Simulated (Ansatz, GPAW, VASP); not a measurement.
One structure in several programs: Rb₂Te (Fm-3m, 3 atoms in the cell)

Self-consistent single point.

```
CELL_PARAMETERS angstrom
      0.00000     4.28111     4.28111
      4.28111     0.00000     4.28111
      4.28111     4.28111     0.00000
ATOMIC_POSITIONS crystal
  Rb 0.25000 0.25000 0.25000
  Rb 0.75000 0.75000 0.75000
  Te 0.00000 0.00000 0.00000
```

All programs got the same cell, k-point mesh and kind of occupations (in Ansatz's words: kpoints.mp_grid.grid = 6 6 6; scf.occupations.method = fermi_dirac; scf.occupations.width = 0.02 eV); potentials, basis and cutoffs are each program's usual ones.

```
code                                                            model  pressure (GPa)  gap on the mesh (eV)  cutoff
------  -------------------------------------------------------------  --------------  --------------------  ------
VASP                     LDA (PZ), VASP's LDA PAW potentials (set 64)               –                 1.663  300 eV
GPAW    LDA (Perdew-Wang 92), GPAW PAW datasets LDA (gpaw-data 1.0.1)           -1.26                 1.654  550 eV
Ansatz                            LDA (PW92), PAW files made with PBE           -1.26                 1.648  420 eV
```

A dash marks a value that a program does not give, or that is left out as unsure.

Gaps are read on the mesh.

The spread over the programs that give each value: pressure within 0.00 GPa; gap on the mesh within 0.015 eV.

The starting cell comes from a database of computed structures (which also holds hypothetical and non-ambient phases and stackings), without a prior relaxation at this level. On Ansatz's run: Spin-orbit coupling is off.

Q: Why do the programs differ, and what cannot be compared?

A: Differences of this kind can come from the potentials, where these differ, and from what each basis and cutoff leave unconverged. The valence holds different numbers of electrons (VASP 24, GPAW 24, Ansatz (an electronic-structure program) 34). The zero of total energies and Fermi levels follows the potentials and each program's conventions, so they are not compared here. Ansatz's pressure is given at a fixed set of plane waves, as the other plane-wave codes print theirs. The same LDA comes in different parametrisations, which differ slightly.

VASP's run is marked for a possible Pulay error in its stress at this cutoff; no cutoff test was made.

Left out of this page: Quantum ESPRESSO, ABINIT, Elk, FLEUR and SIESTA (not drawn, or without a comparable value).

Keys are those of Ansatz 0.2.
